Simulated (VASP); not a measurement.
**AgF (zincblende): one PBEsol relaxation of cell and atoms in two programs**

Start cell

```xyz
2
Lattice="0.0000 2.7334 2.7334 2.7334 0.0000 2.7334 2.7334 2.7334 0.0000" Properties=species:S:1:pos:R:3 pbc="T T T"
Ag    0.0000    0.0000    0.0000
F     1.3667    1.3667    1.3667
```

Datasets and cutoffs are each program's own. VASP's cell holds 18 valence electrons and Ansatz's 26.

Cutoffs: 600 eV in VASP, 420 eV in Ansatz. k meshes: 8×8×8 and 8×8×8.

```csv
,VASP,Ansatz
relaxed cell vector lengths,"3.756, 3.756, 3.756 Å","3.763, 3.763, 3.763 Å"
relaxed cell volume,37.46 Å³,37.68 Å³
```
